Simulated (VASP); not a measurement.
All values below come from PBEsol GGA, VASP's PBE PAW potentials (set 64) (plane waves; VASP).

The input files of a VASP run:

File KPOINTS:
```
Automatic mesh
0
Gamma
8 8 8
0 0 0
```

**POSCAR**
```
ZnS
1
    0.0000000000     2.7050000000     2.7050000000
    2.7050000000     0.0000000000     2.7050000000
    2.7050000000     2.7050000000     0.0000000000
Zn S
1 1
Direct
  0.0000000000   0.0000000000   0.0000000000
  0.2500000000   0.2500000000   0.2500000000
```

INCAR:
```
SYSTEM=ZnS
PREC=Accurate; ENCUT=520; LREAL=F
LASPH=T
EDIFF=1E-6; NELM=100; ALGO=Normal
LMAXMIX=4
ISMEAR=0; SIGMA=0.05
GGA=PS
IBRION=2; NSW=60; ISIF=3
EDIFFG=-0.01
LWAVE=F; LCHARG=F
```

POTCAR, in this order: Zn S (PBE.64 set). Program: vasp_std.

What VASP printed:

File OSZICAR:
```
       N       E                     dE             d eps       ncg     rms          rms(c)
DAV:   1     0.879117775395E+02    0.87912E+02   -0.94634E+03   754   0.168E+03
DAV:   2    -0.183338223174E+01   -0.89745E+02   -0.85851E+02   809   0.282E+02
DAV:   3    -0.791014792654E+01   -0.60768E+01   -0.60499E+01   944   0.744E+01
DAV:   4    -0.798518648616E+01   -0.75039E-01   -0.75015E-01   839   0.874E+00
DAV:   5    -0.798631455809E+01   -0.11281E-02   -0.11280E-02   939   0.107E+00    0.683E+00
DAV:   6    -0.759995389129E+01    0.38636E+00   -0.10253E+00  1053   0.396E+01    0.532E+00
DAV:   7    -0.758514910888E+01    0.14805E-01   -0.32184E-01   784   0.599E+00    0.253E+00
DAV:   8    -0.758213212400E+01    0.30170E-02   -0.52582E-03   889   0.727E-01    0.670E-01
DAV:   9    -0.758192412981E+01    0.20799E-03   -0.81844E-04   875   0.350E-01    0.114E-01
DAV:  10    -0.758201060498E+01   -0.86475E-04   -0.18395E-04   868   0.194E-01    0.648E-02
DAV:  11    -0.758200945579E+01    0.11492E-05   -0.47924E-05   909   0.154E-01    0.894E-03
DAV:  12    -0.758200951258E+01   -0.56789E-07   -0.23121E-06   650   0.345E-02
   1 F= -.75820095E+01 E0= -.75820095E+01  d E =-.758201E+01
       N       E                     dE             d eps       ncg     rms          rms(c)
DAV:   1    -0.783202249376E+01   -0.25001E+00   -0.29976E+00   904   0.401E+01    0.360E+00
DAV:   2    -0.761915983652E+01    0.21286E+00   -0.86084E-01   899   0.331E+01    0.134E+00
DAV:   3    -0.759539721719E+01    0.23763E-01   -0.36628E-02  1039   0.366E+00    0.612E-01
DAV:   4    -0.758938923003E+01    0.60080E-02   -0.65875E-03   899   0.130E+00    0.322E-01
DAV:   5    -0.758842078104E+01    0.96845E-03   -0.10851E-03  1224   0.698E-01    0.855E-02
DAV:   6    -0.758835429851E+01    0.66483E-04   -0.29748E-04   819   0.201E-01    0.283E-02
DAV:   7    -0.758835531162E+01   -0.10131E-05   -0.16446E-05   864   0.368E-02    0.125E-02
DAV:   8    -0.758835496385E+01    0.34778E-06   -0.16558E-06   556   0.140E-02
   2 F= -.75883550E+01 E0= -.75883550E+01  d E =-.634545E-02
       N       E                     dE             d eps       ncg     rms          rms(c)
DAV:   1    -0.759980876025E+01   -0.11453E-01   -0.13944E-01   889   0.909E+00    0.751E-01
DAV:   2    -0.759034856629E+01    0.94602E-02   -0.33072E-02   894   0.568E+00    0.290E-01
DAV:   3    -0.758924033482E+01    0.11082E-02   -0.12929E-03   789   0.358E-01    0.132E-01
DAV:   4    -0.758896883617E+01    0.27150E-03   -0.14157E-04   882   0.200E-01    0.604E-02
DAV:   5    -0.758892437082E+01    0.44465E-04   -0.40655E-05  1152   0.136E-01    0.118E-02
DAV:   6    -0.758892411350E+01    0.25733E-06   -0.12886E-05   764   0.464E-02    0.569E-03
DAV:   7    -0.758892447915E+01   -0.36565E-06   -0.56430E-07   392   0.171E-02
   3 F= -.75889245E+01 E0= -.75889245E+01  d E =-.691497E-02
```

### OUTCAR
```
------------------------ aborting loop because EDIFF is reached ----------------------------------------
  FORCE on cell =-STRESS in cart. coord.  units (eV):
  Direction    XX          YY          ZZ          XY          YZ          ZX
  --------------------------------------------------------------------------------------
  Total       -0.0075503     -0.0075503     -0.0075503     -0.0000000      0.0000000      0.0000000
  in kB       -0.3141094     -0.3141094     -0.3141094     -0.0000000      0.0000000      0.0000000
  external PRESSURE =      -0.3141094 kB  Pullay stress =       0.0000000 kB
  volume of cell :       38.51
      direct lattice vectors                 reciprocal lattice vectors
     0.000000000  2.680327573  2.680327573    -0.186544363  0.186544363  0.186544363
     2.680327573  0.000000000  2.680327573     0.186544363 -0.186544363  0.186544363
     2.680327573  2.680327573  0.000000000     0.186544363  0.186544363 -0.186544363
  FREE ENERGIE OF THE ION-ELECTRON SYSTEM (eV)
  ---------------------------------------------------
  free  energy   TOTEN  =        -7.5889244792 eV

  energy  without entropy=       -7.5889244791  energy(sigma->0) =       -7.58892448

 reached required accuracy - stopping structural energy minimisation
```
(Selected blocks of OUTCAR.)

### CONTCAR
```
ZnS
   1.00000000000000
     0.0000000000000000    2.6803275734499423    2.6803275734499423
     2.6803275734499423    0.0000000000000000    2.6803275734499423
     2.6803275734499423    2.6803275734499423    0.0000000000000000
  Zn              S
     1     1
Direct
     0.0000000000000000    0.0000000000000000    0.0000000000000000
     0.2500000000000000    0.2500000000000000    0.2500000000000000
```

Energy and stress use the plane-wave basis of the starting cell.

The compound is ZnS in the zinc blende structure. This run relaxes it. Symmetry was kept, so distortions that lower it aren't found.
